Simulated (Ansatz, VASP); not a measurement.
# Cross-check of Ge7H (H-terminated Ge(111)) between VASP and Ansatz, part 2 of 2

Aim: how closely do two programs agree when they are given the same cell, functional and k mesh? The structure shown is the end of the VASP relaxation below.

VASP 6.6.1 and Ansatz 0.2.0.

So far: The starting structure; VASP: relaxation, PBE.

### Step 3. Ansatz: single point, PBE

Level of this step: Ansatz beside VASP: Kohn-Sham DFT, plane waves, PBE (Ansatz).

Ansatz runs on its default PAW (the set named soft_2) files.

The same cell, functional, mesh and smearing now go to Ansatz, which takes its cutoff from its data sets.

Input file input.yaml:

```yaml
crystal:
  lattice:
    - [4.09342654, 0.0, 0.0]
    - [2.04671327, 3.54501137, 0.0]
    - [0.0, 0.0, 40.00917982]
  atoms:
    - { symbol: Ge, position: [0.66666667, 0.66666667, 0.23987879] }
    - { symbol: Ge, position: [0.0, 0.0, 0.25964101] }
    - { symbol: Ge, position: [0.0, 0.0, 0.32208468] }
    - { symbol: Ge, position: [0.33333333, 0.33333333, 0.34304285] }
    - { symbol: Ge, position: [0.33333333, 0.33333333, 0.40585615] }
    - { symbol: Ge, position: [0.66666667, 0.66666667, 0.42689129] }
    - { symbol: Ge, position: [0.66666667, 0.66666667, 0.48954354] }
    - { symbol: Ge, position: [0.0, 0.0, 0.51045646] }
    - { symbol: Ge, position: [0.0, 0.0, 0.57310871] }
    - { symbol: Ge, position: [0.33333333, 0.33333333, 0.59414385] }
    - { symbol: Ge, position: [0.33333333, 0.33333333, 0.65695715] }
    - { symbol: Ge, position: [0.66666667, 0.66666667, 0.67791532] }
    - { symbol: Ge, position: [0.66666667, 0.66666667, 0.74035899] }
    - { symbol: Ge, position: [0.0, 0.0, 0.76012121] }
    - { symbol: H, position: [0.66666667, 0.66666667, 0.2005368] }
    - { symbol: H, position: [0.0, 0.0, 0.7994632] }
hamiltonian:
  xc: pbe
  pseudopotentials: { kind: paw }
kpoints:
  mp_grid: { grid: [9, 9, 1] }
scf:
  occupations: { method: gaussian, width: 0.03 }
  n_extra_bands: 8
efield:
  axis: 3
  dipole_correction: true
  ramp_width: 0.04
output:
  forces: true
  eigenvalues: true
```

Command:

```console
$ ansatz run input.yaml --threads 4 --pin off --max-ram 9216MiB --backend cpu --events-out ev --progress --plain --runs-dir out
```

Numbers of over 12 decimals in the logs are rounded to 6 here.

Log:

```text
scf.n_extra_bands = 8 over 99 filled bands (N_el = 198.0): the run solves 107 bands
Engine: ansatz 0.2.0, aarch64-unknown-linux-gnu
Pseudopotentials: kind: paw
Pseudopotential: Ge, paw, valence charge 14, recommended cutoff 420 eV (normal), Ge.paw.azcp
Pseudopotential: H, paw, valence charge 1, recommended cutoff 420 eV (normal), H.paw.azcp
Functional definition: PBE
  parameter kappa = 0.804
  parameter beta = 0.066725
  exchange = pbe_x(kappa = kappa, mu = beta*pi^2/3)
  correlation = pbe_c(beta = beta)
Crystal: 16 atoms, lattice volume = 580.583 Å³
Basis set: ecut = 420 eV, 11281 PW (Γ), exchange–correlation on 60×60×540 points (8 copies of the dense FFT grid, shifted against one another)
Bands: 107, of which v1, the nominal top of the filled ones, is band 99 counted from 1 (98 counted from 0)
Symmetry: 6 space group operations
k-points: 12 of 81 (time reversal used)
Non-local potential: Ge, projectors of the file, l = 0: 2, l = 1: 2, l = 2: 3, l = 3: 1
Non-local potential: H, projectors of the file, l = 0: 2, l = 1: 1
PAW form: soft (Blöchl's): semilocal exchange-correlation on the pseudo side does not see the compensation charge
PAW one-centre angular grid: Ge, 590 points (default); XC on 64 Gauss nodes
PAW one-centre angular grid: H, 110 points (default); XC on 64 Gauss nodes
Initial density: superposition of atomic densities (neutral atoms: chi_scale 0, normalization atom), corrected by the library's trained network
Initial wavefunctions: pseudopotential atomic-orbital guess
Functional: x = pbe(κ = 0.804, μ = 0.219515), c = pbe(β = 0.066725)
SCF iter   1: F=—  HF=-60160.988895 eV  |F-HF|=—  |Δ(HF+E_count)|=         —  Δρ=1.41e-3  dr2=5.28e-2  ethr=1.77e-3  p=0.000 e·Å  D=1.44e-13 V/Å  ΔV_dip=-0.00 eV  dr2_dipole=4.02e-8  V_vac-E_F(+/−)=4.48/4.48 eV  ⟨swp⟩=6.1  Hψ=4815  notcnv=0
efield: sawtooth ramp at fractional position 0.9800 (placed from the atoms, in the widest stretch of the axis that holds none; the zero of the levels goes with the place), width 0.0400; the density the first Hamiltonian is built on has a dipole p = 0.000 e·Å; the dipole correction subtracts the counter field D = 1.44e-13 V/Å, which shifts the + side's vacuum level by -0.00 eV against the − side's; the planar-averaged density in the ramp window peaks in size at 1.1e-5 e/Å³
preconditioner: auto → LDOS  [insulator: Δε(μ)=0.098 eV  Ē_g=20.781 eV  σ=0.030 eV  W_gap=0.50  n_scr=142 (ndim 8)  ℏωp=21.7 eV  f_vac=0.404  D(μ)=0.93/eV (n_scr^D=6)  ε∞_Penn≈2.1  β→1.0]
SCF iter   2: F=—  HF=-60160.998740 eV  |F-HF|=—  |Δ(HF+E_count)|=   9.85e-3  Δρ=1.31e-3  dr2=1.60e-1  ethr=2.67e-5  p=0.000 e·Å  D=2.48e-6 V/Å  ΔV_dip=-0.00 eV  dr2_dipole=3.97e-8  V_vac-E_F(+/−)=4.65/4.65 eV  ⟨swp⟩=3.0  Hψ=2018  notcnv=0  defer=27
SCF iter   3: F=—  HF=-60160.983814 eV  |F-HF|=—  |Δ(HF+E_count)|=   1.49e-2  Δρ=5.23e-4  dr2=1.72e-2  ethr=2.67e-5  p=0.000 e·Å  D=3.21e-6 V/Å  ΔV_dip=-0.00 eV  dr2_dipole=1.98e-8  V_vac-E_F(+/−)=4.30/4.30 eV  ⟨swp⟩=3.3  Hψ=1811  notcnv=0  defer=28
SCF iter   4: F=—  HF=-60160.981510 eV  |F-HF|=—  |Δ(HF+E_count)|=   2.30e-3  Δρ=1.54e-4  dr2=1.19e-3  ethr=8.67e-6  p=0.000 e·Å  D=1.78e-6 V/Å  ΔV_dip=-0.00 eV  dr2_dipole=5.72e-9  V_vac-E_F(+/−)=4.41/4.41 eV  ⟨swp⟩=2.1  Hψ=1619  notcnv=0  defer=28
SCF iter   5: F=—  HF=-60160.981347 eV  |F-HF|=—  |Δ(HF+E_count)|=   1.63e-4  Δρ=4.41e-5  dr2=3.72e-5  ethr=5.99e-7  p=0.000 e·Å  D=1.20e-6 V/Å  ΔV_dip=-0.00 eV  dr2_dipole=2.03e-9  V_vac-E_F(+/−)=4.40/4.40 eV  ⟨swp⟩=2.0  Hψ=1531  notcnv=0  defer=28
SCF iter   6: F=—  HF=-60160.981470 eV  |F-HF|=—  |Δ(HF+E_count)|=   1.23e-4  Δρ=2.20e-5  dr2=8.54e-6  ethr=1.88e-8  p=0.000 e·Å  D=6.85e-7 V/Å  ΔV_dip=-0.00 eV  dr2_dipole=6.10e-10  V_vac-E_F(+/−)=4.40/4.40 eV  ⟨swp⟩=3.4  Hψ=2669  notcnv=0  defer=28
SCF iter   7: F=—  HF=-60160.981469 eV  |F-HF|=—  |Δ(HF+E_count)|=   2.08e-7  Δρ=9.23e-6  dr2=8.66e-7  ethr=4.31e-9  p=0.000 e·Å  D=4.08e-7 V/Å  ΔV_dip=-0.00 eV  dr2_dipole=1.63e-10  V_vac-E_F(+/−)=4.40/4.40 eV  ⟨swp⟩=2.0  Hψ=1506  notcnv=0  defer=28
SCF iter   8: F=-60160.981470 eV  HF=-60160.981470 eV  |F-HF|=1.60e-8  |Δ(HF+E_count)|=   2.76e-7  Δρ=2.48e-6  dr2=8.46e-8  ethr=5.05e-11  p=0.000 e·Å  D=1.64e-7 V/Å  ΔV_dip=-0.00 eV  dr2_dipole=3.68e-11  V_vac-E_F(+/−)=4.40/4.40 eV  ⟨swp⟩=7.9  Hψ=5070  notcnv=0
SCF 1 converged in 8 iterations: F = -60160.981470 eV  dr2 = 8.46e-8
  greatest PAW one-centre occupation: 0.998 electrons in one spin orbital (limit 2), on the Ge atom at site 0 (counted from 0), in its partial waves of l = 2
SCF converged after 8 iterations
Free energy (F): -60160.981470 eV
Harris-Foulkes:  -60160.981470 eV  (|F-HF|=1.60e-8)
Internal energy: -60160.980991 eV  (E = F + TS)
E sigma→0 (E₀):  -60160.981230 eV
Entropy (-TS):   -0.000479 eV (-0.030 meV/atom)
Fermi energy:    2.698402 eV
Dipole field:    D = -0.000005 V/Å  (p = -0.000015 e·Å, saw-weighted, corrected)
Work function:   Φ+ = 4.4022 eV   Φ− = 4.4020 eV
Levels:          The Fermi level and band energies are counted from a zero that moves with the ramp; work functions are not
--- Per-component energies (eV) ---
  E_band       = -3209.493496
  E_kinetic    = 1575.193054
  E_local      = -313504.382286  (includes V_loc(G=0)·N_el)
  E_nonlocal   = 5858.509677
  E_hartree    = 154079.706234
  E_xc         = -1069.598557
  E_vxc        = -919.068739  (∫ρ·V_xc dr)
  E_paw        = -28277.446668  (= ΣΔE_a)
  E_vpaw       = -4379.123831  (= ΣTr[D̂ρ^β])
  E_aug_tail   = 0.002164  (compensation charges beyond the density's cutoff)
  E_efield     = 0.000000  (sawtooth field / dipole correction)
  E_vefield    = 0.000000  (∫n·V_field dr)
  E_ewald      = 121177.035391
  E_smearing   = -0.000479  (= −TS)
  E_closure    = -0.000000  (closes the sum)
  Σ components = -60160.981470   (vs F -60160.981470, Δ=0.00e0)
--- Forces (eV/Å), atoms counted from 1 ---
  atom   1  Ge     0.00000000     0.00000000    -0.10783497
  atom   2  Ge    -0.00000000    -0.00000000     0.02462405
  atom   3  Ge     0.00000000     0.00000000    -0.00470527
  atom   4  Ge    -0.00000000    -0.00000000     0.03497541
  atom   5  Ge     0.00000000     0.00000000    -0.02239960
  atom   6  Ge    -0.00000000    -0.00000000    -0.03152392
  atom   7  Ge     0.00000000     0.00000000    -0.00650286
  atom   8  Ge    -0.00000000    -0.00000000     0.00650288
  atom   9  Ge     0.00000000     0.00000000     0.03152287
  atom  10  Ge    -0.00000000    -0.00000000     0.02239984
  atom  11  Ge     0.00000000     0.00000000    -0.03497588
  atom  12  Ge    -0.00000000    -0.00000000     0.00470563
  atom  13  Ge     0.00000000     0.00000000    -0.02462416
  atom  14  Ge    -0.00000000    -0.00000000     0.10783533
  atom  15  H     -0.00000000    -0.00000000     0.19316539
  atom  16  H      0.00000000     0.00000000    -0.19316559
  max |Σ_I F_I| component: 8.68e-7 eV/Å
--- Band table (eV; the first three rows and the last of 12) ---
  k-point 0: bands = [... 95 lower, 2.5066, 2.5066, 2.6653, 2.6968, 2.6968, 2.7884, 2.8746, 3.0190, ... 4 higher]
  k-point 1: bands = [... 95 lower, 2.0289, 2.2104, 2.3042, 2.5007, 3.7174, 3.8463, 3.9274, 4.0399, ... 4 higher]
  k-point 2: bands = [... 95 lower, 1.5643, 1.8103, 1.8548, 2.0595, 3.5913, 4.0748, 4.2030, 4.2691, ... 4 higher]
  k-point 11: bands = [... 95 lower, 0.2747, 0.5098, 0.5099, 0.5228, 4.4090, 4.4567, 4.4567, 5.0101, ... 4 higher]
```

It took 23 s on 4 threads of Arm Neoverse V1, shared host; peak memory 1.7 GiB; 87 s of CPU time.

### Step 4. Comparison

Known differences besides the potentials themselves: the data sets hold 198 valence electrons in Ansatz (default PAW (the set named soft_2) files) and 58 in VASP; the cutoff is 420 eV in Ansatz and 320 eV in VASP (PREC = Normal, projectors in real space); VASP leaves aspherical gradient terms in its spheres out (LASPH is not set), Ansatz keeps them. Total energies have different zeros and are not compared.

At this near-relaxed geometry the largest component of a force difference is 181 meV/Å. VASP's last cycles still show a density residual of 3e-03, so its state may not be settled.

### Step 5. What the set-up changes

Further runs change the set-up of one program: Ansatz's method, potentials or start, or VASP's data sets, cutoff or form of LDA. The table gives Ansatz less VASP for each quantity, since a change that brings one quantity closer may part another.

```
                                        run  r.m.s. force difference (meV/Å)
                                   as above                               42
   Ansatz's larger PAW set (cutoff 1000 eV)                               44
norm-conserving potentials (cutoff 1061 eV)                               42
```

### Step 6. Outcome

| Property | Result |
| --- | --- |
| r.m.s. force difference (single point, PBE) | 42 meV/Å |

The r.m.s. force difference is 42 meV/Å (single point, PBE), beyond the 12 meV/Å picked in this series as the mark of a large difference. For single point, PBE, no further run moves any of the tabulated differences by more than a quarter of its size. Such differences can come from data sets, numerical settings and the points named under the comparisons, not from the functional's error against experiment.

[Lines on the potential files, build, host, timing and source positions are cut from VASP's logs without a mark.]

[Logs are printed without paths, hosts, clocks, repeated set-up lines and the standing remarks that a program may print on its own settings, such as how far it seeks lower states.]

[Hosts, paths, dates, database ids (printed as entryN), source tags and the programs' standing remarks are cut or masked in the printed files.]
